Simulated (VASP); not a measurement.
Consider the following.

```
CsSnI3
1.0
    6.20821     0.00000     0.00000
    0.00000     6.20821     0.00000
    0.00000     0.00000     6.20821
Cs Sn I
1 1 3
Direct
  0.00000   0.00000   0.00000
  0.50000   0.50000   0.50000
  0.50000   0.00000   0.50000
  0.00000   0.50000   0.50000
  0.50000   0.50000   0.00000
```

The numbers are results of rev-vdW-DF2, VASP's PBE PAW potentials (set 64) (plane waves; VASP), not measurements. Settings: 520 eV cut-off, Gaussian smearing of 0.050 eV, potentials Cs_sv Sn_d I.

Unless said otherwise, spin-orbit coupling is left out, though it shifts the bands of the heavy elements here.

### Question
Give the energies of bands 13 to 25 at the high-symmetry points, in eV from the valence-band maximum.

### Answer

```tsv
band	Γ	X	M	R
13	-6.28	-7.13	-7.84	-8.50
14	-4.64	-4.52	-4.36	-3.22
15	-4.64	-4.52	-3.41	-3.22
16	-4.64	-3.03	-2.65	-3.22
17	-2.27	-2.51	-2.65	-2.44
18	-2.27	-2.51	-2.58	-2.44
19	-2.27	-2.44	-2.58	-1.66
20	-2.11	-2.23	-2.45	-1.66
21	-2.11	-2.23	-1.68	-1.66
22	-2.11	-1.53	-0.76	0.00
23	2.03	1.11	0.80	0.36
24	2.98	3.61	0.80	0.36
25	2.98	3.79	4.03	0.36
```

The gap is direct, 0.36 eV, from the valence maximum at R to the conduction minimum at R.

The compound is CsSnI3 in the cubic perovskite structure, the ideal cubic form; the compound distorts at low or room temperature. It was relaxed first.
